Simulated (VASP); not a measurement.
Ti:

```xyz
2
Lattice="2.9500 0.0000 0.0000 -1.4750 2.5548 0.0000 0.0000 0.0000 4.6800" Properties=species:S:1:pos:R:3 pbc="T T T"
Ti    0.0000    1.7032    1.1700
Ti    1.4750    0.8516    3.5100
```

| Item | Value |
| --- | --- |
| Program | VASP 6.6.1 |
| Task | relaxation of cell and atoms |
| Functional | LDA |
| Potentials or basis | VASP PAW LDA potentials, release 64 (Ti_sv) |
| Cutoff | 350 eV |
| k mesh | 9 × 9 × 6 |
| Occupations | gaussian, width 0.1 eV |
| Spin | no spin polarisation |

At the start: pressure -10.6 GPa; volume 17.64 Å³/atom.

Task: How do energy, volume and symmetry change on relaxing?

Result: Over 9 steps the energy falls by 60.3 meV/atom and the volume is 15.96 Å³/atom (-9.5 %); space group P6_3/mmc (No. 194, to 0.05 Å).

Step by step:
| step | energy change (eV) | largest force (eV/Å) | pressure (GPa) | volume (Å³) |
| --- | --- | --- | --- | --- |
| 1 | 0.0000 | 0.0000 | -10.62 | 35.27 |
| 2 | -0.0471 | 0.0000 | 10.88 | 29.63 |
| 3 | -0.1203 | 0.0000 | -0.03 | 31.94 |
| 4 | -0.1203 | 0.0000 | 0.13 | 31.88 |
| 5 | -0.1205 | 0.0000 | 0.16 | 31.88 |
| 6 | -0.1205 | 0.0000 | 0.16 | 31.88 |
| 7 | -0.1205 | 0.0000 | 0.16 | 31.88 |
| 8 | -0.1205 | 0.0000 | -0.16 | 31.96 |
| 9 | -0.1205 | 0.0000 | -0.01 | 31.92 |

Final structure:
```
CELL_PARAMETERS angstrom
2.86087 0.00000 0.00000
-1.43044 2.47759 0.00000
0.00000 0.00000 4.50351
ATOMIC_POSITIONS crystal
Ti 0.33333 0.66667 0.25000
Ti 0.66667 0.33333 0.75000
```
